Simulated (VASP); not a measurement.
# Si3Sn (Cmmm) in VASP: single point with PBE

Aim: the single point of Si3Sn with PBE.

All numbers are computed with VASP 6.6.1; they aren't measurements. Logs are shortened: lines on timing, memory, paths and dates and some standing lists are left out, and cuts for length are marked.

## 1. The crystal as given

The structure is orthorhombic, space group Cmmm (No. 65). The conventional cell has a = 5.887 Å, b = 6.963 Å, c = 3.587 Å, α = 90.00°, β = 90.00°, γ = 90.00°. Si (site symmetry mmm) is surrounded by 8 Si at 2.90 Å and 2 Sn at 2.94 Å. Si (site symmetry 2/m) has 6 Si at 2.90 to 2.94 Å and 4 Sn at 2.90 Å as nearest neighbours. Sn (site symmetry mmm) is surrounded by 10 Si at 2.90 to 2.94 Å.

The cell was built by a generator and needn't be a form met in nature.

## 2. Single point, PBE

INCAR

```
  PREC = Accurate
  ENCUT = 520
  EDIFF = 1E-6
  ISMEAR = 0
  SIGMA = 0.1
  LREAL = False
  LASPH = True
  NELM = 100
  ALGO = Fast
  ISIF = 2
  LWAVE = False
  LCHARG = False
  GGA = PE
  NBANDS = 21
```

KPOINTS

```
regular mesh
0
Gamma
  10 10 16
```

POSCAR

```
Si3Sn
1.0
    2.9436484556     -3.4814458120      0.0000000000
    2.9436484556      3.4814458120      0.0000000000
    0.0000000000      0.0000000000      3.5870945380
Si Sn
3 1
Direct
    0.0000000000      0.0000000000      0.0000000000
    0.0000000000      0.5000000000      0.5000000000
    0.5000000000      0.0000000000      0.5000000000
    0.5000000000      0.5000000000      0.0000000000
```

Potentials or basis: VASP PAW PBE potentials, release 64 (Si, Sn_d).

On the command line:

```
$ cat potpaw_PBE.64/Si/POTCAR potpaw_PBE.64/Sn_d/POTCAR > POTCAR
$ mpirun -np 1 vasp_std > vasp.out
```

OUTCAR:

```text
PREC = Accurate
   ENCUT = 520
   EDIFF = 1E-6
   ISMEAR = 0
   LREAL = False
   LASPH = True
   NELM = 100
   ISIF = 2
   GGA = PE

 ion  position               nearest neighbor table
   1  0.000  0.000  0.000-   2 2.90   3 2.90   2 2.90   3 2.90   2 2.90   2 2.90   3 2.90   3 2.90
                             4 2.94   4 2.94
   2  0.000  0.500  0.500-   1 2.90   4 2.90   1 2.90   4 2.90   1 2.90   1 2.90   4 2.90   4 2.90
                             3 2.94   3 2.94
   3  0.500  0.000  0.500-   1 2.90   4 2.90   1 2.90   4 2.90   4 2.90   4 2.90   1 2.90   1 2.90
                             2 2.94   2 2.94
   4  0.500  0.500  0.000-   2 2.90   3 2.90   2 2.90   3 2.90   3 2.90   3 2.90   2 2.90   2 2.90
                             1 2.94   1 2.94

  LATTYP: Found a base centered orthorhombic cell.
 ALAT       =     5.8872969112
 B/A-ratio  =     1.1826975485
 C/A-ratio  =     0.6092939752

  Lattice vectors:

 A1 = (   2.9436484556,  -3.4814458120,   0.0000000000)
 A2 = (   2.9436484556,   3.4814458120,   0.0000000000)
 A3 = (   0.0000000000,   0.0000000000,   3.5870945380)

Analysis of symmetry for initial positions (statically):
=====================================================================
 Subroutine PRICEL returns:
 Original cell was already a primitive cell.

 Routine SETGRP: Setting up the symmetry group for a
 base centered orthorhombic supercell.

 Subroutine GETGRP returns: Found  8 space group operations
 (whereof  8 operations were pure point group operations)
 out of a pool of  8 trial point group operations.

The static configuration has the point symmetry D_2h.

Analysis of symmetry for dynamics (positions and initial velocities):
=====================================================================
 Subroutine PRICEL returns:
 Original cell was already a primitive cell.

 Routine SETGRP: Setting up the symmetry group for a
 base centered orthorhombic supercell.

 Subroutine GETGRP returns: Found  8 space group operations
 (whereof  8 operations were pure point group operations)
 out of a pool of  8 trial point group operations.

The dynamic configuration has the point symmetry D_2h.

 Subroutine INISYM returns: Found  8 space group operations
 (whereof  8 operations are pure point group operations),
 and found     1 'primitive' translations

----------------------------------------------------------------------------------------

                                     Primitive cell

  volume of cell :      73.5222

  direct lattice vectors                    reciprocal lattice vectors
     2.943648456 -3.481445812  0.000000000     0.169857239 -0.143618493  0.000000000
     2.943648456  3.481445812  0.000000000     0.169857239  0.143618493  0.000000000
     0.000000000  0.000000000  3.587094538     0.000000000  0.000000000  0.278777152

  length of vectors
     4.559115174  4.559115174  3.587094538     0.222435953  0.222435953  0.278777152

  position of ions in fractional coordinates (direct lattice)
     0.000000000  0.000000000  0.000000000
     0.000000000  0.500000000  0.500000000
     0.500000000  0.000000000  0.500000000
     0.500000000  0.500000000  0.000000000

  ion indices of the primitive-cell ions
   primitive index   ion index
                 1           1
                 2           2
                 3           3
                 4           4

----------------------------------------------------------------------------------------

 KPOINTS: regular mesh

Automatic generation of k-mesh.
 Grid dimensions read from file:
 generate k-points for:   10   10   16

 Generating k-lattice:

  Cartesian coordinates                     Fractional coordinates (reciprocal lattice)
     0.016985724 -0.014361849  0.000000000     0.100000000  0.000000000  0.000000000
     0.016985724  0.014361849  0.000000000     0.000000000  0.100000000  0.000000000
     0.000000000  0.000000000  0.017423572     0.000000000  0.000000000  0.062500000

  Length of vectors
     0.022243595  0.022243595  0.017423572

  Shift w.r.t. Gamma in fractional coordinates (k-lattice)
     0.000000000  0.000000000  0.000000000

 Subroutine IBZKPT returns following result:
 ===========================================

 Found    279 irreducible k-points:

 Following reciprocal coordinates:
            Coordinates               Weight
  0.000000  0.000000  0.000000      1.000000
  0.100000  0.000000  0.000000      4.000000
  0.200000  0.000000  0.000000      4.000000
  0.300000  0.000000  0.000000      4.000000
  0.400000  0.000000  0.000000      4.000000
  0.500000 -0.000000  0.000000      2.000000
[... 16 lines left out ...]
  0.300000  0.300000  0.000000      2.000000
  0.400000  0.300000  0.000000      4.000000
 [... further k-points ...]
   k-points           NKPTS =    279   k-points in BZ     NKDIM =    279   number of bands    NBANDS=     21
   number of dos      NEDOS =    301   number of ions     NIONS =      4
   total plane-waves  NPLWV =  36288
   dimension x,y,z NGX =    36 NGY =   36 NGZ =   28
   dimension x,y,z NGXF=    72 NGYF=   72 NGZF=   56
   ions per type =               3   1
   NGX,Y,Z   is equivalent  to a cutoff of  13.13, 13.13, 12.98 a.u.
   NGXF,Y,Z  is equivalent  to a cutoff of  26.25, 26.25, 25.95 a.u.
 SYSTEM =  unknown system
   PREC   = accura    normal or accurate (medium, high low for compatibility)
   ISTART =      0    job   : 0-new  1-cont  2-samecut
   ICHARG =      2    charge: 1-file 2-atom 10-const
   ISPIN  =      1    spin polarized calculation?
   LNONCOLLINEAR =      F non collinear calculations
   LSORBIT =      F    spin-orbit coupling
   LASPH  =      T    aspherical Exc in radial PAW
   ENCUT  =  520.0 eV  38.22 Ry    6.18 a.u.   8.48  8.48  6.67*2*pi/ulx,y,z
   NELM   =    100;   NELMIN=  2; NELMDL= -5     # of ELM steps
   EDIFF  = 0.1E-05   stopping-criterion for ELM
   LREAL  =      F    real-space projection
   EDIFFG = 0.1E-04   stopping-criterion for IOM
   NSW    =      0    number of steps for IOM
   IBRION =     -1    ionic relax: 0-MD 1-quasi-New 2-CG
   NFREE  =      0    steps in history (QN), initial steepest desc. (CG)
   ISIF   =      2    stress and relaxation
   ISYM   =      2    0-nonsym 1-usesym 2-fastsym
   POTIM  = 0.5000    time-step for ionic-motion
   TEBEG  =    0.0;   TEEND  =   0.0 temperature during run
   PSTRESS=    0.0 pullay stress
   NELECT =      26.0000    total number of electrons
   NUPDOWN=      -1.0000    fix difference up-down
   EMIN   =  10.00;   EMAX   =-10.00  energy-range for DOS
   EFERMI =   0.00;   METHOD = LEGACY
   ISMEAR =     0;   SIGMA  =   0.10  broadening in eV -4-tet -1-fermi 0-gaus
   EFERMI_NEDOS =   21; number of points for ismear=-14 and -15
   IALGO  =     68    algorithm
   IMIX   =      4    mixing-type and parameters
     AMIX     =   0.40;   BMIX     =  1.00
     AMIX_MAG =   1.60;   BMIX_MAG =  1.00
  volume/ion in A,a.u.               =      18.38       124.04
  Fermi-wavevector in a.u.,A,eV,Ry     =   1.157692  2.187721 18.235228  1.340251
  Thomas-Fermi vector in A             =   2.294301
   LORBIT       =      0    0 simple, 1 ext, 2 COOP (PROOUT), +10 PAW based schemes
   GGA     = PE    functional components
   LHFCALC =     F    Hartree Fock is set to
   AEXX    =    0.0000 exact exchange contribution
   IVDW    =     0    specifies the selected vdW correction
   LEPSILON=     F    determine dielectric tensor
   LRPA    =     F    only Hartree local field effects (RPA)
 non-spin polarized calculation
 RMM-DIIS sequential band-by-band and
 Gauss-broadening in eV      SIGMA  =   0.10
  energy-cutoff  :      520.00
  volume of cell :       73.52
 maximum number of plane-waves:      1999
 NGX is ok and might be reduce to    36
   NGX = 17   NGY = 17   NGZ = 13

 number of electron      26.0000005 magnetization

 Free energy of the ion-electron system (eV)
  ---------------------------------------------------
  ext. energy  EPLUGINS =         0.00000000
  ---------------------------------------------------
  free energy    TOTEN  =       -17.72852916 eV

  energy without entropy =      -17.72085423  energy(sigma->0) =      -17.72469169

 E-fermi :   8.8242     XC(G=0): -10.7701

 val. band max:        8.8171293129   @ k =   0.3000   0.0000   0.4375
 cond. band min:       8.8265229177   @ k =   0.2000   0.2000   0.4375
 fundamental gap:      0.0093936048
 Fermi energy:         8.8242374312

 k-point     1 :       0.0000    0.0000    0.0000
  band No.  band energies     occupation
      1     -12.7281      2.00000
      2     -12.7097      2.00000
      3     -12.6857      2.00000
      4     -12.6827      2.00000
      5     -12.6759      2.00000
      6      -4.0391      2.00000
[... 13 lines left out ...]
     20      14.4776      0.00000
     21      15.3348      0.00000

 k-point     2 :       0.1000    0.0000    0.0000
  band No.  band energies     occupation
      1     -12.7278      2.00000
      2     -12.7088      2.00000
      3     -12.6860      2.00000
      4     -12.6829      2.00000
      5     -12.6760      2.00000
      6      -3.9653      2.00000
[... 13 lines left out ...]
     20      15.2903      0.00000
     21      15.4822      0.00000

 k-point     3 :       0.2000    0.0000    0.0000
  band No.  band energies     occupation
      1     -12.7273      2.00000
      2     -12.7065      2.00000
      3     -12.6865      2.00000
      4     -12.6833      2.00000
      5     -12.6762      2.00000
      6      -3.7440      2.00000
[... 13 lines left out ...]
     20      15.5980      0.00000
     21      16.3701      0.00000

 k-point     4 :       0.3000    0.0000    0.0000
  band No.  band energies     occupation
      1     -12.7266      2.00000
      2     -12.7036      2.00000
      3     -12.6870      2.00000
      4     -12.6839      2.00000
      5     -12.6765      2.00000
      6      -3.3754      2.00000
[... 13 lines left out ...]
     20      15.2031      0.00000
     21      15.6584      0.00000

 k-point     5 :       0.4000    0.0000    0.0000
  band No.  band energies     occupation
      1     -12.7261      2.00000
      2     -12.7015      2.00000
      3     -12.6872      2.00000
      4     -12.6844      2.00000
      5     -12.6766      2.00000
      6      -2.8625      2.00000
[... 13 lines left out ...]
     20      14.5666      0.00000
     21      14.9083      0.00000

 k-point     6 :       0.5000   -0.0000    0.0000
  band No.  band energies     occupation
      1     -12.7260      2.00000
      2     -12.7007      2.00000
      3     -12.6873      2.00000
      4     -12.6846      2.00000
      5     -12.6767      2.00000
      6      -2.3149      2.00000
[... 13 lines left out ...]
     20      14.8982      0.00000
     21      15.1524      0.00000

 k-point     7 :       0.1000    0.1000    0.0000
  band No.  band energies     occupation
      1     -12.7275      2.00000
      2     -12.7079      2.00000
      3     -12.6861      2.00000
      4     -12.6830      2.00000
      5     -12.6761      2.00000
      6      -3.8663      2.00000
[... 13 lines left out ...]
     20      16.0463      0.00000
     21      16.4287      0.00000
[... 291 lines left out ...]
      1     -12.7258      2.00000
      2     -12.6980      2.00000
      3     -12.6890      2.00000
      4     -12.6848      2.00000
      5     -12.6771      2.00000
      6      -2.7681      2.00000
[... 13 lines left out ...]
     20      14.2630      0.00000
     21      15.3411      0.00000

 k-point    21 :      -0.3000    0.2000    0.0000
  band No.  band energies     occupation
      1     -12.7263      2.00000
      2     -12.7001      2.00000
      3     -12.6887      2.00000
      4     -12.6844      2.00000
      5     -12.6769      2.00000
      6      -3.2317      2.00000
[... 13 lines left out ...]
     20      14.4929      0.00000
     21      15.6408      0.00000

 k-point    22 :      -0.2000    0.2000    0.0000
  band No.  band energies     occupation
      1     -12.7268      2.00000
      2     -12.7030      2.00000
      3     -12.6879      2.00000
      4     -12.6838      2.00000
      5     -12.6766      2.00000
      6      -3.5497      2.00000
[... 13 lines left out ...]
     20      14.3584      0.00000
     21      14.9783      0.00000

 k-point    23 :       0.3000    0.3000    0.0000
  band No.  band energies     occupation
      1     -12.7251      2.00000
      2     -12.6973      2.00000
      3     -12.6892      2.00000
      4     -12.6848      2.00000
      5     -12.6773      2.00000
      6      -2.4860      2.00000
[... 13 lines left out ...]
     20      14.4522      0.00000
     21      14.5070      0.00000

 k-point    24 :       0.4000    0.3000    0.0000
  band No.  band energies     occupation
      1     -12.7249      2.00000
      2     -12.6949      2.00000
      3     -12.6901      2.00000
      4     -12.6852      2.00000
      5     -12.6776      2.00000
      6      -1.9062      2.00000
[... 13 lines left out ...]
     20      13.3862      0.00000
     21      13.5612      0.00000

 [... further k-points ...]
[... 5 lines left out ...]
  --------------------------------------------------------------------------------------
  -------------------------------------------------------------------------------------
  Total       -0.0205955     -0.0176900     -0.0034462      0.0000000      0.0000000      0.0000000
  in kB       -0.4488127     -0.3854953     -0.0750987      0.0000000      0.0000000      0.0000000
  external PRESSURE =      -0.3031356 kB  Pullay stress =       0.0000000 kB

 VOLUME and BASIS-vectors are now :
 -----------------------------------------------------------------------------
  energy-cutoff  :      520.00
  volume of cell :       73.52
      direct lattice vectors                 reciprocal lattice vectors
     2.943648456 -3.481445812  0.000000000     0.169857239 -0.143618493  0.000000000
     2.943648456  3.481445812  0.000000000     0.169857239  0.143618493  0.000000000
     0.000000000  0.000000000  3.587094538     0.000000000  0.000000000  0.278777152

 POSITION                                       TOTAL-FORCE (eV/Angst)
 -----------------------------------------------------------------------------------
      0.00000      0.00000      0.00000         0.000000     -0.000000      0.000000
      1.47182      1.74072      1.79355         0.000000     -0.000000      0.000000
      1.47182     -1.74072      1.79355         0.000000     -0.000000      0.000000
      2.94365      0.00000      0.00000        -0.000000      0.000000      0.000000
 -----------------------------------------------------------------------------------
    total drift:                                0.000000      0.000000      0.000000

  FREE ENERGIE OF THE ION-ELECTRON SYSTEM (eV)
  ---------------------------------------------------
  free  energy   TOTEN  =       -17.7285291555 eV

  energy  without entropy=      -17.7208542331  energy(sigma->0) =      -17.72469169
```

Run time: 4.5 min. Hardware: 1 thread of Intel Xeon Platinum 8488C (Sapphire Rapids), shared host; peak memory 0.47 GiB.

Results:

| Property | Result |
| --- | --- |
| Free energy | -17.7285 eV |
| Pressure | 0.0 GPa |
| Band gap on the k mesh | none (metal or under the smearing width) |

Levels at points of the mesh, in eV from the Fermi level:
| k point | band 11 | band 12 | band 13 | band 14 | band 15 | band 16 |
| --- | --- | --- | --- | --- | --- | --- |
| (0.00, 0.00, 0.00) | -2.14 | -2.03 | -1.56 | 2.40 | 2.62 | 3.05 |
| (0.50, 0.00, 0.00) | -2.36 | -0.37 | -0.33 | 1.15 | 1.43 | 3.09 |
| (0.50, 0.50, 0.00) | 0.87 | 1.70 | 1.81 | 1.81 | 1.86 | 2.33 |
| (0.00, 0.00, 0.50) | -2.85 | -1.77 | -1.71 | -1.63 | -1.60 | 1.15 |
| (0.50, 0.00, 0.50) | -2.00 | -1.95 | -1.72 | -0.05 | 0.15 | 0.51 |
| (0.50, 0.50, 0.50) | -5.90 | -5.40 | -5.30 | 3.39 | 4.61 | 5.23 |
